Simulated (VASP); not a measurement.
Level of theory: AM05 GGA, VASP's PBE PAW potentials (set 64) (plane waves; VASP).

VASP ran on this input.

### POSCAR
```
Al
1
    0.0000000000     2.0016944090     2.0016944090
    2.0016944090     0.0000000000     2.0016944090
    2.0016944090     2.0016944090     0.0000000000
Al
1
Direct
  0.0000000000   0.0000000000   0.0000000000
```

**KPOINTS**
```
Automatic mesh
0
Gamma
16 16 16
0 0 0
```

INCAR:
```
SYSTEM = Al
PREC = Accurate
ENCUT = 520
EDIFF = 1E-7
NELM = 100
ALGO = Normal
LREAL = .FALSE.
LASPH = .TRUE.
ISMEAR = 1
SIGMA = 0.1
GGA = AM
LWAVE = .FALSE.
LCHARG = .FALSE.
ISIF = 2
```

POTCAR, in this order: Al (PBE.64 set). Program: vasp_std.

The run wrote:

**OSZICAR**
```
       N       E                     dE             d eps       ncg     rms          rms(c)
DAV:   1    -0.186812269447E+01   -0.18681E+01   -0.85655E+02  1505   0.329E+02
DAV:   2    -0.403646444068E+01   -0.21683E+01   -0.20922E+01  1820   0.317E+01
DAV:   3    -0.406037428091E+01   -0.23910E-01   -0.23951E-01  1915   0.360E+00
DAV:   4    -0.406050006647E+01   -0.12579E-03   -0.12579E-03  1940   0.232E-01
DAV:   5    -0.406050078341E+01   -0.71694E-06   -0.71684E-06  1990   0.151E-02    0.154E+00
DAV:   6    -0.403899485195E+01    0.21506E-01   -0.30322E-03  1770   0.396E-01    0.883E-01
DAV:   7    -0.402409311604E+01    0.14902E-01   -0.93568E-03  1725   0.654E-01    0.158E-01
DAV:   8    -0.402408049189E+01    0.12624E-04   -0.28294E-05  1825   0.610E-02    0.277E-02
DAV:   9    -0.402407634592E+01    0.41460E-05   -0.32753E-06  1855   0.125E-02    0.174E-03
DAV:  10    -0.402407615244E+01    0.19349E-06   -0.73013E-09  1710   0.934E-04    0.119E-03
DAV:  11    -0.402407611337E+01    0.39061E-07   -0.63282E-10  1000   0.235E-04
   1 F= -.40240761E+01 E0= -.40241728E+01  d E =0.290016E-03
```

OUTCAR:
```
------------------------ aborting loop because EDIFF is reached ----------------------------------------
  FORCE on cell =-STRESS in cart. coord.  units (eV):
  Direction    XX          YY          ZZ          XY          YZ          ZX
  --------------------------------------------------------------------------------------
  Total        0.0272247      0.0272247      0.0272247      0.0000000     -0.0000000      0.0000000
  in kB        2.7192568      2.7192568      2.7192568      0.0000000     -0.0000000      0.0000000
  external PRESSURE =       2.7192568 kB  Pullay stress =       0.0000000 kB
  volume of cell :       16.04
      direct lattice vectors                 reciprocal lattice vectors
     0.000000000  2.001694409  2.001694409    -0.249788378  0.249788378  0.249788378
     2.001694409  0.000000000  2.001694409     0.249788378 -0.249788378  0.249788378
     2.001694409  2.001694409  0.000000000     0.249788378  0.249788378 -0.249788378
 POSITION                                       TOTAL-FORCE (eV/Angst)
 -----------------------------------------------------------------------------------
      0.00000      0.00000      0.00000         0.000000      0.000000      0.000000
 -----------------------------------------------------------------------------------
    total drift:                                0.000000     -0.000000      0.000000
  FREE ENERGIE OF THE ION-ELECTRON SYSTEM (eV)
  ---------------------------------------------------
  free  energy   TOTEN  =        -4.0240761134 eV

  energy  without entropy=       -4.0243661296  energy(sigma->0) =       -4.02417279
```
(Selected blocks of OUTCAR.)

The compound is Al in the fcc structure. It was relaxed first.
